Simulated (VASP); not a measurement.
# IrC (F-43m) in VASP: equation of state, part 2 of 2

VASP 6.6.1.

**6. Equation of state, PBE, 12.83 Å³/atom (volume scaled by 1.04)**

The input, INCAR:

```
SYSTEM = IrC
ALGO = Normal
EDIFF = 1E-7
ENCUT = 520
GGA = PE
ISIF = 2
ISMEAR = -1
LASPH = .True.
LCHARG = .False.
LREAL = .False.
LWAVE = .False.
NBANDS = 14
NELM = 60
PREC = Accurate
SIGMA = 0.05
```

The input, KPOINTS:

```
k-points
0
Gamma
  10 10 10
  0 0 0
```

The input, POSCAR:

```
IrC
1.0
    0.0000000000      2.3408338814      2.3408338814
    2.3408338814      0.0000000000      2.3408338814
    2.3408338814      2.3408338814      0.0000000000
Ir C
1 1
Direct
    0.0000000000      0.0000000000      0.0000000000
    0.7500000000      0.7500000000      0.7500000000
```

Potentials or basis: VASP PAW PBE potentials, release 64 (Ir, C).

Started as:

```sh
$ cat potpaw_PBE.64/Ir/POTCAR potpaw_PBE.64/C/POTCAR > POTCAR
$ mpirun -np 1 vasp_std > vasp.out
```

OUTCAR:

```text
SYSTEM = IrC
   EDIFF = 1E-7
   ENCUT = 520
   GGA = PE
   ISIF = 2
   ISMEAR = -1
   LASPH = .True.
   LREAL = .False.
   NELM = 60
   PREC = Accurate

 Found     47 irreducible k-points:

 Following reciprocal coordinates:
            Coordinates               Weight
  0.000000  0.000000  0.000000      1.000000
  0.100000  0.000000  0.000000      8.000000
  0.200000  0.000000  0.000000      8.000000
  0.300000  0.000000  0.000000      8.000000
  0.400000  0.000000  0.000000      8.000000
  0.500000  0.000000  0.000000      4.000000
   k-points           NKPTS =     47   k-points in BZ     NKDIM =     47   number of bands    NBANDS=     14
   number of dos      NEDOS =    301   number of ions     NIONS =      2
   total plane-waves  NPLWV =  21952
   dimension x,y,z NGX =    28 NGY =   28 NGZ =   28
   dimension x,y,z NGXF=    56 NGYF=   56 NGZF=   56
   ions per type =               1   1
   NGX,Y,Z   is equivalent  to a cutoff of  14.06, 14.06, 14.06 a.u.
   NGXF,Y,Z  is equivalent  to a cutoff of  28.12, 28.12, 28.12 a.u.
 SYSTEM =  IrC
   PREC   = accura    normal or accurate (medium, high low for compatibility)
   ISTART =      0    job   : 0-new  1-cont  2-samecut
   ICHARG =      2    charge: 1-file 2-atom 10-const
   ISPIN  =      1    spin polarized calculation?
   LNONCOLLINEAR =      F non collinear calculations
   LSORBIT =      F    spin-orbit coupling
   LASPH  =      T    aspherical Exc in radial PAW
   ENCUT  =  520.0 eV  38.22 Ry    6.18 a.u.   6.16  6.16  6.16*2*pi/ulx,y,z
   NELM   =     60;   NELMIN=  2; NELMDL= -5     # of ELM steps
   EDIFF  = 0.1E-06   stopping-criterion for ELM
   LREAL  =      F    real-space projection
   EDIFFG = 0.1E-05   stopping-criterion for IOM
   NSW    =      0    number of steps for IOM
   IBRION =     -1    ionic relax: 0-MD 1-quasi-New 2-CG
   NFREE  =      0    steps in history (QN), initial steepest desc. (CG)
   ISIF   =      2    stress and relaxation
   ISYM   =      2    0-nonsym 1-usesym 2-fastsym
   POTIM  = 0.5000    time-step for ionic-motion
   TEBEG  =    0.0;   TEEND  =   0.0 temperature during run
   PSTRESS=    0.0 pullay stress
   NELECT =      13.0000    total number of electrons
   NUPDOWN=      -1.0000    fix difference up-down
   EMIN   =  10.00;   EMAX   =-10.00  energy-range for DOS
   EFERMI =   0.00;   METHOD = LEGACY
   ISMEAR =    -1;   SIGMA  =   0.05  broadening in eV -4-tet -1-fermi 0-gaus
[... 19 lines left out ...]
 NGX is ok and might be reduce to    28
   NGX = 13   NGY = 13   NGZ = 13

 number of electron      13.0000000 magnetization

 Free energy of the ion-electron system (eV)
  ---------------------------------------------------
  ext. energy  EPLUGINS =         0.00000000
  ---------------------------------------------------
  free energy    TOTEN  =       -16.97607380 eV

  energy without entropy =      -16.96512064  energy(sigma->0) =      -16.97059722

 E-fermi :   6.8929     XC(G=0): -12.1186

 val. band max:        6.8630497740   @ k =   0.5000   0.4000   0.1000
 cond. band min:       6.9019460982   @ k =   0.5000   0.3000   0.1000
 fundamental gap:      0.0388963242
 Fermi energy:         6.8928551813

 k-point     1 :       0.0000    0.0000    0.0000
  band No.  band energies     occupation
      1      -6.8778      2.00000
      2       0.5928      2.00000
      3       0.5928      2.00000
      4       0.5928      2.00000
      5       4.6845      2.00000
      6       4.6845      2.00000
      7      10.3751      0.00000
      8      13.0090      0.00000
      9      13.0090      0.00000
     10      13.0090      0.00000
     11      20.3780      0.00000
     12      20.3780      0.00000
     13      20.3780      0.00000
     14      24.5147      0.00000
[... 71 lines left out ...]
      1      -5.1072      2.00000
      2       1.0659      2.00000
      3       1.2311      2.00000
      4       1.2311      2.00000
      5       5.2453      2.00000
      6       5.2453      2.00000
      7       6.0441      2.00000
      8      10.5572      0.00000
      9      10.5572      0.00000
     10      13.5269      0.00000
     11      17.5841      0.00000
     12      22.0422      0.00000
     13      22.0422      0.00000
     14      24.1176      0.00000

 [... further k-points ...]

------------------------ aborting loop because EDIFF is reached ----------------------------------------

  FORCE on cell =-STRESS in cart. coord.  units (eV):
  Direction    XX          YY          ZZ          XY          YZ          ZX
  --------------------------------------------------------------------------------------
  -------------------------------------------------------------------------------------
  Total       -1.3157992     -1.3157992     -1.3157992      0.0000000     -0.0000000      0.0000000
  in kB      -82.1785371    -82.1785371    -82.1785371      0.0000000     -0.0000000      0.0000000
  external PRESSURE =     -82.1785371 kB  Pullay stress =       0.0000000 kB

 VOLUME and BASIS-vectors are now :
 -----------------------------------------------------------------------------
  energy-cutoff  :      520.00
  volume of cell :       25.65
      direct lattice vectors                 reciprocal lattice vectors
     0.000000000  2.340833881  2.340833881    -0.213599096  0.213599096  0.213599096
     2.340833881  0.000000000  2.340833881     0.213599096 -0.213599096  0.213599096
     2.340833881  2.340833881  0.000000000     0.213599096  0.213599096 -0.213599096

 POSITION                                       TOTAL-FORCE (eV/Angst)
 -----------------------------------------------------------------------------------
      0.00000      0.00000      0.00000        -0.000000     -0.000000     -0.000000
      3.51125      3.51125      3.51125         0.000000      0.000000      0.000000
 -----------------------------------------------------------------------------------
    total drift:                               -0.000000     -0.000000     -0.000000

  FREE ENERGIE OF THE ION-ELECTRON SYSTEM (eV)
  ---------------------------------------------------
  free  energy   TOTEN  =       -16.9760738008 eV

  energy  without entropy=      -16.9651206419  energy(sigma->0) =      -16.97059722
```

Run time: 33 s. Hardware: 1 thread of Intel Xeon Platinum 8375C at 2.90GHz (Ice Lake), shared host; peak memory 0.17 GiB.

Results:

```
Free energy            : -16.9761 eV
Pressure               : -8.2 GPa
Band gap on the k mesh : none (metal or under the smearing width)
```

**7. Equation of state, PBE, 13.07 Å³/atom (volume scaled by 1.06)**

The input, INCAR:

```
PREC = Accurate
ENCUT = 520
EDIFF = 1E-7
ISMEAR = -1
SIGMA = 0.05
LREAL = False
LASPH = True
NELM = 80
ALGO = Normal
ISIF = 2
LWAVE = False
LCHARG = False
GGA = PE
NBANDS = 14
```

The input, KPOINTS:

```
regular mesh
0
Gamma
  10 10 10
```

The input, POSCAR:

```
IrC
1.0
    0.0000000000      2.3557440533      2.3557440533
    2.3557440533      0.0000000000      2.3557440533
    2.3557440533      2.3557440533      0.0000000000
Ir C
1 1
Direct
    0.0000000000      0.0000000000      0.0000000000
    0.7500000000      0.7500000000      0.7500000000
```

Started as:

```sh
$ cat potpaw_PBE.64/Ir/POTCAR potpaw_PBE.64/C/POTCAR > POTCAR
$ mpirun -np 1 vasp_std > vasp.out
```

It took 32 s on 1 thread of Intel Xeon Platinum 8375C at 2.90GHz (Ice Lake), shared host; peak memory 0.17 GiB.

It converged, with:

* Free energy: -16.9442 eV
* Pressure: -12.5 GPa
* Band gap on the k mesh: none (metal or under the smearing width)

**8. Equation of state, PBE**

Potentials or basis: VASP PAW PBE potentials, release 64 (Ir, C).

This step only gathers the single runs of the series.

What came out:

```
Equilibrium volume                      : 12.43 Å³/atom
Bulk modulus                            : 276 GPa
Pressure derivative of the bulk modulus : 4.5
```

Energy against volume, from the lowest point:
| volume (Å³/atom) | energy (meV/atom) |
| --- | --- |
| 11.593 | 53.87 |
| 11.840 | 25.34 |
| 12.087 | 7.76 |
| 12.333 | 0.00 |
| 12.580 | 1.04 |
| 12.827 | 9.95 |
| 13.073 | 25.90 |

Spin-orbit coupling is left out, which matters for the levels of Ir.
